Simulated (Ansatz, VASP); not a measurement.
# MoS2: VASP beside Ansatz, part 2 of 2

Aim: how closely do two programs agree when they are given the same cell, functional and k mesh? The cell is generated by rule, not measured, and may not be a known phase. The structure shown is the start of the Ansatz relaxation below; VASP solves that cell, so the two are compared at the walk's first step.

VASP 6.6.1 and Ansatz 0.2.0.

So far: Set-up; Ansatz: relaxation, r2SCAN with D3(BJ); VASP: single point, r2SCAN with D3(BJ), start cell.

**3. VASP: single point, r2SCAN with D3(BJ), start cell (continued)**

Level of this step: r2SCAN with D3(BJ), no spin polarisation; plane waves and PAW (S, Mo_sv); invented cell (VASP).

Numbers of over 12 decimals in the logs are rounded to 6 here.

From OUTCAR (step 3):

```text
ion  position               nearest neighbor table
   1  0.333  0.667  0.000-   7 2.40   7 2.40   7 2.40
   2  0.333  0.667  0.170-   7 2.40   7 2.40   7 2.40
   3  0.000  0.000  0.333-   8 2.40   8 2.40   8 2.40
   4  0.000  0.000  0.503-   8 2.40   8 2.40   8 2.40
   5  0.667  0.333  0.667-   9 2.40   9 2.40   9 2.40
   6  0.667  0.333  0.836-   9 2.40   9 2.40   9 2.40
   7  0.000  0.000  0.085-   2 2.40   1 2.40   2 2.40   2 2.40   1 2.40   1 2.40
   8  0.667  0.333  0.418-   3 2.40   4 2.40   3 2.40   4 2.40   3 2.40   4 2.40
   9  0.333  0.667  0.751-   6 2.40   5 2.40   6 2.40   5 2.40   6 2.40   5 2.40

  LATTYP: Found a hexagonal cell.
 ALAT       =     3.1700000000
 C/A-ratio  =     5.8044164038

 Subroutine GETGRP returns: Found  6 space group operations
 (whereof  6 operations were pure point group operations)

The static configuration has the point symmetry C_3v.

 Found     20 irreducible k-points:

   k-points           NKPTS =     20   k-points in BZ     NKDIM =     20   number of bands    NBANDS=     48

   dimension x,y,z NGX =    24 NGY =   24 NGZ =  126
   dimension x,y,z NGXF=    48 NGYF=   48 NGZF=  252

   ENCUT  =  440.0 eV  32.34 Ry    5.69 a.u.   5.42  5.42 31.47*2*pi/ulx,y,z

   NELECT =      78.0000    total number of electrons

 k-points in reciprocal lattice and weights: Automatic mesh
   0.00000000  0.00000000  0.00000000       0.008
   0.12500000  0.00000000  0.00000000       0.047
   0.25000000  0.00000000  0.00000000       0.047
   0.37500000  0.00000000  0.00000000       0.047
   0.50000000  0.00000000  0.00000000       0.023
   0.12500000  0.12500000  0.00000000       0.047
   0.25000000  0.12500000  0.00000000       0.094
   0.37500000  0.12500000  0.00000000       0.094
   0.25000000  0.25000000  0.00000000       0.047
[...]
0.25000000  0.25000000  0.50000000       0.047
   0.37500000  0.25000000  0.50000000       0.047

 average (electrostatic) potential at core
       1 -87.4346       2 -87.4390       3 -87.4345       4 -87.4389       5 -87.4344
       6 -87.4390       7 -80.0084       8 -80.0083       9 -80.0083

 E-fermi :   8.0368

 k-point     1 :       0.0000    0.0000    0.0000
  band No.  band energies     occupation
    ...
     35       5.1320      2.00000
     36       6.1745      2.00000
     37       6.2749      2.00000
     38       7.3592      2.00000
     39       7.3593      2.00000
     40       9.6390      0.00000
     41       9.6390      0.00000
     42       9.7066      0.00000
     43       9.7066      0.00000
     44       9.7066      0.00000
    ...

 k-point     2 :       0.1250    0.0000    0.0000
  band No.  band energies     occupation
    ...
     35       5.3738      2.00000
     36       6.2506      2.00000
     37       6.3275      2.00000
     38       6.9546      2.00000
     39       6.9712      2.00000
     40       9.3454      0.00000
     41       9.4682      0.00000
     42       9.5100      0.00000
     43       9.5742      0.00000
     44       9.6387      0.00000
    ...

 k-point     3 :       0.2500    0.0000    0.0000
  band No.  band energies     occupation
    ...
     35       5.1991      2.00000
     36       5.7353      2.00000
     37       5.9469      2.00000
     38       6.0142      2.00000
     39       6.0823      2.00000
     40       8.7668      0.00000
     41       9.1433      0.00000
     42       9.2934      0.00000
     43       9.2981      0.00000
     44       9.3086      0.00000
    ...

 Edisp (eV)   -1.81379

  Total      -0.32375    -0.32375    -1.29222     0.00000    -0.00000     0.00000
  in kB      -3.23927    -3.23927   -12.92947     0.00000    -0.00000     0.00000
  external pressure =       -6.47 kB  Pullay stress =        0.00 kB

  energy-cutoff  :      440.00
  volume of cell :      160.13
      direct lattice vectors                 reciprocal lattice vectors
     3.170000000  0.000000000  0.000000000     0.315457413  0.182129391  0.000000000
    -1.585000000  2.745301000  0.000000000     0.000000000  0.364258783  0.000000000
     0.000000000  0.000000000 18.400000000     0.000000000  0.000000000  0.054347826

 POSITION                                       TOTAL-FORCE (eV/Angst)
 -----------------------------------------------------------------------------------
     -0.00000      1.83020      0.00000         0.000000      0.000000      0.156165
     -0.00000      1.83020      3.12000         0.000000     -0.000000     -0.140081
      0.00000      0.00000      6.13333         0.000000     -0.000000      0.156165
      0.00000      0.00000      9.25333        -0.000000     -0.000000     -0.140081
      1.58500      0.91510     12.26667         0.000000     -0.000000      0.156165
      1.58500      0.91510     15.38667        -0.000000      0.000000     -0.140081
      0.00000      0.00000      1.56000        -0.000000      0.000000     -0.016083
      1.58500      0.91510      7.69333         0.000000      0.000000     -0.016083
     -0.00000      1.83020     13.82667        -0.000000     -0.000000     -0.016083
 -----------------------------------------------------------------------------------
    total drift:                               -0.000001      0.002785      0.001522

  FREE ENERGIE OF THE ION-ELECTRON SYSTEM (eV)
  ---------------------------------------------------
  free  energy   TOTEN  =      -136.8683566937 eV

  energy  without entropy=     -136.8683566937  energy(sigma->0) =     -136.86835669

 total charge
# of ion       s       p       d       tot
------------------------------------------
    1        1.356   2.366   0.000   3.723
    2        1.357   2.366   0.000   3.723
    3        1.356   2.366   0.000   3.723
    4        1.357   2.366   0.000   3.723
    5        1.356   2.366   0.000   3.723
    6        1.357   2.366   0.000   3.723
    7        2.284   6.222   3.912  12.418
    8        2.284   6.222   3.912  12.418
    9        2.284   6.222   3.912  12.418
--------------------------------------------------
tot         14.992  32.863  11.736  59.591

[... 3 further parts left out ...]
```

The run ends at a pressure of -0.65 GPa, with forces up to 0.16 eV/Å.

**4. Differences**

Known differences besides the potentials themselves: VASP keeps PBE cores, Ansatz makes them for the functional; fixed occupations in Ansatz, narrow Gaussian smearing in VASP; the cutoff is 500 eV in Ansatz and 440 eV in VASP. Total energies have different zeros and are not compared.

Forces (eV/Å; atoms numbered as in POSCAR):

| atom | Ansatz x, y, z | VASP x, y, z |
| --- | --- | --- |
| S1 | 0.000, 0.000, 0.160 | 0.000, 0.000, 0.156 |
| S2 | 0.000, 0.000, -0.144 | 0.000, 0.000, -0.140 |
| S3 | 0.000, 0.000, 0.160 | 0.000, 0.000, 0.156 |
| S4 | 0.000, 0.000, -0.144 | 0.000, 0.000, -0.140 |
| S5 | 0.000, 0.000, 0.160 | 0.000, 0.000, 0.156 |
| S6 | 0.000, 0.000, -0.144 | 0.000, 0.000, -0.140 |
| Mo7 | 0.000, 0.000, -0.016 | 0.000, 0.000, -0.016 |
| Mo8 | 0.000, 0.000, -0.016 | 0.000, 0.000, -0.016 |
| Mo9 | 0.000, 0.000, -0.016 | 0.000, 0.000, -0.016 |

The forces differ by 1.9 meV/Å r.m.s., which is 2.7 % of the r.m.s. force of 0.070 eV/Å (both taken over all components).

**5. What the set-up changes**

Further runs change the set-up of one program: Ansatz's method, potentials or start, or VASP's data sets, cutoff or form of LDA. The table gives that difference for each run.

| run | r.m.s. force difference (meV/Å) |
| --- | --- |
| as above | 1.9 |
| VASP with a cutoff of 550 eV (perhaps on Ansatz's relaxed cell) | 1.9 |

**6. Summary of results**

| Property | Result |
| --- | --- |
| r.m.s. force difference (single point, r2SCAN with D3(BJ), start cell) | 1.9 meV/Å |

What this shows: The r.m.s. force difference is 1.9 meV/Å (single point, r2SCAN with D3(BJ), start cell), within the 12 meV/Å picked in this series as the mark of a large difference. Such differences can come from data sets, numerical settings and the points named under the comparisons, not from the functional's error against experiment.

[Lines on the potential files, build, host, timing and source positions are cut from VASP's logs without a mark.]

[Logs are printed without paths, hosts, clocks, repeated set-up lines and the standing remarks that a program may print on its own settings, such as how far it seeks lower states.]

[Hosts, paths, dates, database ids (printed as entryN), source tags and the programs' standing remarks are cut or masked in the printed files.]

[Rows of further runs with another cutoff or data set may stand on the cell that Ansatz relaxed, not on the start cell of the pair above them.]
